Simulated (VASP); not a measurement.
Consider the following.

```yaml
crystal:
  lattice:
    - [1.54933, 0.89450, 6.10948]
    - [-1.54933, 0.89450, 6.10948]
    - [0.00000, -1.78901, 6.10948]
  atoms:
    - { symbol: Pt, position: [0.00000, 0.00000, 0.00000] }
    - { symbol: Sc, position: [0.50000, 0.50000, 0.50000] }
    - { symbol: O, position: [0.10932, 0.10932, 0.10932] }
    - { symbol: O, position: [0.89068, 0.89068, 0.89068] }
```

Computed with PBEsol GGA, VASP's PBE PAW potentials (set 64) (plane waves; VASP). Numerical set-up: 600 eV cut-off, 10×10×10 Γ-centred mesh, first-order Methfessel-Paxton smearing of 0.10 eV, potentials Pt Sc_sv O.

Unless said otherwise, spin-orbit coupling is left out, though it shifts the bands of the heavy elements here.

Each row applies one change to this cell, which was relaxed at other settings and keeps the small stress of the first row; at a fixed cut-off the stress holds a Pulay part, so it need not integrate to ΔE exactly. Stress is in GPa, positive when the cell is compressed.

```
change                                    ΔE (meV/atom)    σxx    σyy    σzz  largest shear component, with its sign (GPa)  largest force (eV/Å)
----------------------------------------  -------------  -----  -----  -----  --------------------------------------------  --------------------
none                                                0.0  -0.12  -0.12  -0.19                                          0.00                 0.015
uniaxial strain of -2.0 % along z                     ?      ?      ?      ?                                             ?                     ?
biaxial strain of -1.0 % in the yz plane            4.5   2.07   3.55   7.16                                          0.42                 0.104
atom 2 (Sc) moved by 0.050 Å along z                4.6   0.09   0.09  -0.36                                          0.00                 0.735
isotropic strain of +3.0 %                            ?      ?      ?      ?                                             ?                     ?
```

### Question
What belongs in the gaps?

### Answer

- uniaxial strain of -2.0 % along z, ΔE (meV/atom): 10.3
- uniaxial strain of -2.0 % along z, σxx: 1.84
- uniaxial strain of -2.0 % along z, σyy: 1.84
- uniaxial strain of -2.0 % along z, σzz: 12.95
- uniaxial strain of -2.0 % along z, largest shear component, with its sign (GPa): 0.00
- uniaxial strain of -2.0 % along z, largest force (eV/Å): 0.447
- isotropic strain of +3.0 %, ΔE (meV/atom): 53.9
- isotropic strain of +3.0 %, σxx: -11.30
- isotropic strain of +3.0 %, σyy: -11.30
- isotropic strain of +3.0 %, σzz: -19.01
- isotropic strain of +3.0 %, largest shear component, with its sign (GPa): 0.00
- isotropic strain of +3.0 %, largest force (eV/Å): 0.054

Failed runs are left out, and for metals the shear rows, which the mesh's noise covers.

The structure was generated: ScPtO2 was put into the delafossite type (R-3m), which need not be its known phase. The electron count is odd and the run is not spin-polarised, which forces a metal.
